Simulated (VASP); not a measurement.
# SrZr2O3 (P1) in VASP: relaxation of cell and atoms with PBE

Aim: the relaxation of cell and atoms of SrZr2O3 with PBE.

All numbers are computed with VASP 6.6.1; they aren't measurements. Logs are shortened: lines on timing, memory, paths and dates and some standing lists are left out, and cuts for length are marked.

**1. The structure**

The typed cell holds 12 atoms: a = 5.455 Å, b = 5.503 Å, c = 6.617 Å, α = 87.65°, β = 91.43°, γ = 120.60°.

The cell was built by a generator and needn't be a form met in nature.

**2. Relaxation of cell and atoms, PBE**

INCAR

```
SYSTEM = SrZr2O3
ALGO     = Fast           ! electronic algorithm
EDIFF    = 1E-5           ! SCF threshold, eV
EDIFFG   = -0.03          ! ionic threshold
ENCUT    = 520            ! plane-wave cutoff, eV
GGA      = PE             ! functional
IBRION   = 2              ! ionic algorithm
ISIF     = 3              ! what is computed and relaxed
ISMEAR   = 0              ! smearing method
ISYM     = 0            
KPAR     = 4            
LASPH    = .TRUE.         ! aspherical terms in the spheres
LCHARG   = .FALSE.        ! write CHGCAR
LREAL    = Auto         
LWAVE    = .FALSE.        ! write WAVECAR
NELM     = 80             ! most SCF steps
NSW      = 110            ! ionic steps
PREC     = Normal         ! precision mode
SIGMA    = 0.15           ! smearing width, eV
```

KPOINTS

```
k-points
0
G
  5 5 4
  0 0 0
```

POSCAR

```
SrZr2O3
1.0
    5.4544142400     -0.0417762000     -0.0685531400
   -2.7633858700      4.7570629600      0.1133029500
   -0.0816421400      0.1086747100      6.6157674800
Sr Zr O
2 4 6
Direct
    0.9934855400      0.9905139600      0.0270670600
    0.9937348300      0.0065191800      0.5110014100
    0.2803170500      0.6455927200      0.2490020400
    0.3256728500      0.6482165200      0.7496651500
    0.6590123300      0.3499565200      0.2268803600
    0.6589401900      0.3220596200      0.7493331000
    0.5035079700      0.0126905300      0.0162588500
    0.4933461000      0.9999026700      0.4972278700
    0.9877844400      0.5001484100      0.9936853500
    0.9928130200      0.5065810500      0.4943428400
    0.5049050700      0.5583208100      0.0190171400
    0.5176174100      0.5117185900      0.4819863700
```

Potentials or basis: VASP PAW PBE potentials, release 64 (Sr_sv, Zr_sv, O).

Launch:

```console
$ cat potpaw_PBE.64/Sr_sv/POTCAR potpaw_PBE.64/Zr_sv/POTCAR potpaw_PBE.64/O/POTCAR > POTCAR
$ mpirun -np 4 vasp_std > vasp.out
```

OUTCAR:

```text
SYSTEM = SrZr2O3
   EDIFF = 1E-5
   EDIFFG = -0.03
   ENCUT = 520
   GGA = PE
   IBRION = 2
   ISIF = 3
   ISMEAR = 0
   ISYM = 0
   LASPH = .TRUE.
   LREAL = Auto
   NELM = 80
   NSW = 110
   PREC = Normal

 ion  position               nearest neighbor table
   1  0.993  0.991  0.027-  11 2.51   9 2.70   7 2.72   7 2.74   9 2.82  11 2.94   2 3.21   5 3.27
                             3 3.30   5 3.39   2 3.41   3 3.49   4 3.56   6 3.60   5 3.61   4 3.63
   2  0.994  0.007  0.511-  12 2.65   8 2.71   8 2.75  10 2.75  10 2.76  12 2.80   1 3.21   1 3.41
                             3 3.44   4 3.47   6 3.49   4 3.52   6 3.53   6 3.56   4 3.59   3 3.60
   3  0.280  0.646  0.249-  10 2.12   9 2.17  11 2.19   7 2.30  12 2.32   8 2.39   5 2.92   5 3.22
                             1 3.30   4 3.32   4 3.32   5 3.34   2 3.44   1 3.49   2 3.60   1 3.67
   4  0.326  0.648  0.750-  11 2.17   9 2.28  10 2.30   8 2.32  12 2.41   7 2.51   6 3.13   6 3.14
                             6 3.19   3 3.32   3 3.32   2 3.47   2 3.52   1 3.56   2 3.59   1 3.63
   5  0.659  0.350  0.227-   7 2.16  11 2.17   9 2.19  12 2.26  10 2.36   8 2.40   3 2.92   6 3.17
                             3 3.22   1 3.27   3 3.34   1 3.39   6 3.45   1 3.61   2 3.65   2 3.67
   6  0.659  0.322  0.749-   9 2.23   7 2.26   8 2.30  10 2.31  12 2.33  11 2.64   4 3.13   4 3.14
                             5 3.17   4 3.19   5 3.45   2 3.49   2 3.53   2 3.56   1 3.60   1 3.63
   7  0.504  0.013  0.016-   5 2.16   6 2.26   3 2.30   4 2.51   1 2.72   1 2.74
   8  0.493  1.000  0.497-   6 2.30   4 2.32   3 2.39   5 2.40   2 2.71   2 2.75
   9  0.988  0.500  0.994-   3 2.17   5 2.19   6 2.23   4 2.28   1 2.70   1 2.82
  10  0.993  0.507  0.494-   3 2.12   4 2.30   6 2.31   5 2.36   2 2.75   2 2.76
  11  0.505  0.558  0.019-   5 2.17   4 2.17   3 2.19   1 2.51   6 2.64   1 2.94
  12  0.518  0.512  0.482-   5 2.26   3 2.32   6 2.33   4 2.41   2 2.65   2 2.80

IMPORTANT INFORMATION: All symmetrisations will be switched off!
NOSYMM: (Re-)initialisation of all symmetry stuff for point group C_1.

----------------------------------------------------------------------------------------

                                     Primitive cell

  volume of cell :     170.8227

  direct lattice vectors                    reciprocal lattice vectors
     5.454414240 -0.041776200 -0.068553140     0.184163512  0.106968615  0.000515544
    -2.763385870  4.757062960  0.113302950     0.001574332  0.211210445 -0.003450046
    -0.081642140  0.108674710  6.615767480     0.001881356 -0.002508814  0.151218471

  length of vectors
     5.455004994  5.502616380  6.617163666     0.212975937  0.211244488  0.151250982

  position of ions in fractional coordinates (direct lattice)
     0.993485540  0.990513960  0.027067060
     0.993734830  0.006519180  0.511001410
     0.280317050  0.645592720  0.249002040
     0.325672850  0.648216520  0.749665150
     0.659012330  0.349956520  0.226880360
     0.658940190  0.322059620  0.749333100
     0.503507970  0.012690530  0.016258850
[... 126 lines left out ...]
 Gauss-broadening in eV      SIGMA  =   0.15
  energy-cutoff  :      520.00
  volume of cell :      170.82
 maximum number of plane-waves:      4624
   NGX = 21   NGY = 21   NGZ = 25

--------------------------------------- Ionic step        1  -------------------------------------------

 number of electron     104.0000010 magnetization

 Free energy of the ion-electron system (eV)
  ---------------------------------------------------
  ext. energy  EPLUGINS =         0.00000000
  ---------------------------------------------------
  free energy    TOTEN  =       -95.26539893 eV

  energy without entropy =      -95.18842170  energy(sigma->0) =      -95.22691032

------------------------ aborting loop because EDIFF is reached ----------------------------------------

  FORCE on cell =-STRESS in cart. coord.  units (eV):
  Direction    XX          YY          ZZ          XY          YZ          ZX
  --------------------------------------------------------------------------------------
  -------------------------------------------------------------------------------------
  Total        2.9880493      4.1408472     -0.9999623      1.0738378     -1.6203782      0.6830618
  in kB       28.0254603     38.8377619     -9.3788285     10.0717204    -15.1978228      6.4065612
  external PRESSURE =      19.1614645 kB  Pullay stress =       0.0000000 kB
[... 119 lines left out ...]
  FREE ENERGIE OF THE ION-ELECTRON SYSTEM (eV)
  ---------------------------------------------------
  free  energy   TOTEN  =       -95.9152389266 eV

  energy  without entropy=      -95.8369675608  energy(sigma->0) =      -95.87610324

[... ionic steps 4 to 19 ...]

--------------------------------------- Ionic step       20  -------------------------------------------

 number of electron     103.9999992 magnetization

------------------------ aborting loop because EDIFF is reached ----------------------------------------
[... 87 lines left out ...]
--------------------------------------- Ionic step       22  -------------------------------------------

 number of electron     103.9999993 magnetization

 Free energy of the ion-electron system (eV)
  ---------------------------------------------------
  ext. energy  EPLUGINS =         0.00000000
  ---------------------------------------------------
  free energy    TOTEN  =       -96.28424278 eV

  energy without entropy =      -96.20552999  energy(sigma->0) =      -96.24488639

 E-fermi :   8.5288     XC(G=0): -11.3822

 val. band max:        8.5219987284   @ k =   0.2000   0.4000   0.5000
 cond. band min:       8.5380692579   @ k =   0.2000   0.2000   0.0000
 fundamental gap:      0.0160705295
 Fermi energy:         8.5288063753

 k-point     1 :       0.0000    0.0000    0.0000
  band No.  band energies     occupation
      1     -41.5144      2.00000
      2     -41.4686      2.00000
      3     -41.4189      2.00000
      4     -41.3786      2.00000
      5     -26.5131      2.00000
      6     -26.3900      2.00000
[... 1549 lines left out ...]
     61      11.1655      0.00000
     62      11.2666      0.00000

 [... further k-points ...]

------------------------ aborting loop because EDIFF is reached ----------------------------------------

  FORCE on cell =-STRESS in cart. coord.  units (eV):
  Direction    XX          YY          ZZ          XY          YZ          ZX
  --------------------------------------------------------------------------------------
  -------------------------------------------------------------------------------------
  Total       -0.0739318      0.0158011      0.0503343     -0.0192147      0.0037532     -0.0257465
  in kB       -0.6947938      0.1484954      0.4730301     -0.1805749      0.0352717     -0.2419596
  external PRESSURE =      -0.0244228 kB  Pullay stress =       0.0000000 kB
[... 27 lines left out ...]
  FREE ENERGIE OF THE ION-ELECTRON SYSTEM (eV)
  ---------------------------------------------------
  free  energy   TOTEN  =       -96.2842427812 eV

  energy  without entropy=      -96.2055299914  energy(sigma->0) =      -96.24488639

 reached required accuracy - stopping structural energy minimisation
```

OSZICAR:

```text
N       E                     dE             d eps       ncg     rms          rms(c)
DAV:   1     0.988112112022E+03    0.98811E+03   -0.57273E+04  6324   0.169E+03
DAV:   2    -0.215835562577E+02   -0.10097E+04   -0.98944E+03  7614   0.461E+02
DAV:   3    -0.105336834971E+03   -0.83753E+02   -0.83042E+02  8696   0.120E+02
[... 339 lines left out ...]
RMM:   2    -0.962843168000E+02    0.41826E-03   -0.98125E-03  7116   0.505E-01    0.137E-01
RMM:   3    -0.962842318706E+02    0.84929E-04   -0.25976E-03  8427   0.202E-01    0.589E-02
RMM:   4    -0.962842407733E+02   -0.89027E-05   -0.51536E-04  9746   0.746E-02    0.362E-02
RMM:   5    -0.962842397533E+02    0.10200E-05   -0.20817E-04  8644   0.429E-02    0.225E-02
RMM:   6    -0.962842427812E+02   -0.30279E-05   -0.98371E-05  6994   0.273E-02
  22 F= -.96284243E+02 E0= -.96244886E+02  d E =-.568315E-03
```

CONTCAR:

```text
SrZr2O3
   1.00000000000000
     5.4867981987771177    0.0014949229659555    0.0009497389895658
    -2.7420370330604005    4.7434237127694940   -0.0009448443331446
     0.0004332309263784    0.0011117377831767    6.5494795488585691
  Sr              Zr              O
     2     4     6
Direct
     0.9924506035010422    0.0038515891309909    0.0010135871912274
     0.9926427248323855    0.0042928488562613    0.5017627922206629
     0.3122538005265124    0.6669043906204366    0.2510984174435280
     0.3391236470994967    0.6750452757800116    0.7511037450682306
     0.6740556583564252    0.3422787978389127    0.2512305667732958
     0.6451084435078417    0.3329427112521238    0.7514225079697346
     0.4896019987272479    0.0043826989562241    0.0087271955212112
     0.4906016942281362    0.0044365914479290    0.4938869134835342
     0.9924356486478241    0.5016735761229862    0.9793593802916156
     0.9926114480461488    0.5025828894360332    0.5229565345490166
     0.4954870332133863    0.5072053591970340    0.0174263415649634
     0.4947640993135542    0.5066238513610530    0.4854795579229895

  0.00000000E+00  0.00000000E+00  0.00000000E+00
  0.00000000E+00  0.00000000E+00  0.00000000E+00
  0.00000000E+00  0.00000000E+00  0.00000000E+00
  0.00000000E+00  0.00000000E+00  0.00000000E+00
  0.00000000E+00  0.00000000E+00  0.00000000E+00
  0.00000000E+00  0.00000000E+00  0.00000000E+00
  0.00000000E+00  0.00000000E+00  0.00000000E+00
  0.00000000E+00  0.00000000E+00  0.00000000E+00
  0.00000000E+00  0.00000000E+00  0.00000000E+00
  0.00000000E+00  0.00000000E+00  0.00000000E+00
  0.00000000E+00  0.00000000E+00  0.00000000E+00
  0.00000000E+00  0.00000000E+00  0.00000000E+00
```

Wall time 20 min (4 MPI ranks of Intel Xeon Platinum 8488C (Sapphire Rapids), shared host); peak memory 0.43 GiB.

What came out:

- Free energy: -96.2842 eV
- Relaxed volume: 14.21 Å³/atom
- Relaxed cell: a = 5.487 Å, b = 5.479 Å, c = 6.549 Å, α = 90.00°, β = 89.99°, γ = 120.02°
- Space group after relaxing (to 0.05 Å): P2/m (No. 10)
- Energy gained by relaxing: 84.9 meV/atom
- Ionic steps: 22
- Pressure after relaxing: 0.0 GPa
- Largest force after relaxing: 0.029 eV/Å
- Band gap on the k mesh: none (metal or under the smearing width)

Forces in eV/Å, atoms in the order of the input:
```
Sr  -0.002  0.009 -0.010
Sr   0.003  0.000  0.003
Zr  -0.006 -0.004  0.021
Zr   0.010 -0.004  0.004
Zr  -0.009 -0.001  0.014
Zr   0.011  0.006 -0.017
O    0.007  0.000  0.009
O    0.007  0.006 -0.017
O   -0.003  0.008  0.001
O   -0.008  0.006  0.011
O   -0.011 -0.013  0.008
O    0.001 -0.013 -0.026
```

Step by step:
| step | energy change (eV) | largest force (eV/Å) | pressure (GPa) | volume (Å³) |
| --- | --- | --- | --- | --- |
| 1 | 0.0000 | 2.7222 | 1.92 | 170.82 |
| 2 | -0.6454 | 0.9122 | -2.65 | 175.03 |
| 3 | -0.6498 | 0.9828 | -2.91 | 175.40 |
| 4 | -0.8587 | 0.6747 | 1.37 | 169.89 |
| 5 | -0.8606 | 0.6523 | 1.90 | 169.28 |
| 6 | -0.9371 | 0.4430 | -0.53 | 171.31 |
| 7 | -0.9373 | 0.4314 | -0.49 | 171.28 |
| 8 | -0.9723 | 0.2433 | -0.28 | 170.74 |
| 9 | -0.9770 | 0.3847 | -0.15 | 170.46 |
| 10 | -0.9958 | 0.1619 | 0.42 | 169.82 |
| 11 | -0.9979 | 0.1822 | 0.70 | 169.55 |
| 12 | -1.0076 | 0.1855 | -0.60 | 171.03 |
| 13 | -1.0077 | 0.1861 | -0.63 | 171.02 |
| 14 | -1.0142 | 0.1291 | 0.03 | 170.34 |
| 15 | -1.0143 | 0.1266 | 0.08 | 170.29 |
| 16 | -1.0164 | 0.0675 | 0.05 | 170.32 |
| 17 | -1.0164 | 0.0722 | 0.04 | 170.32 |
| 18 | -1.0174 | 0.0394 | -0.06 | 170.46 |
| 19 | -1.0176 | 0.0414 | -0.11 | 170.53 |
| 20 | -1.0183 | 0.0307 | 0.13 | 170.30 |
| 21 | -1.0183 | 0.0300 | 0.11 | 170.28 |
| 22 | -1.0188 | 0.0293 | 0.00 | 170.48 |

Final structure:
```xyz
12
Lattice="5.4868 0.0015 0.0009 -2.7420 4.7434 -0.0009 0.0004 0.0011 6.5495" Properties=species:S:1:pos:R:3 pbc="T T T"
Sr    5.4348    0.0198    0.0076
Sr    5.4349    0.0224    3.2872
Zr   -0.1153    3.1642    1.6442
Zr    0.0100    3.2034    4.9190
Zr    2.7600    1.6249    1.6457
Zr    2.6270    1.5811    4.9217
O     2.6743    0.0215    0.0576
O     2.6799    0.0223    3.2352
O     4.0701    2.3822    6.4148
O     4.0684    2.3860    3.4256
O     1.3279    2.4067    0.1141
O     1.3257    2.4044    3.1796
```
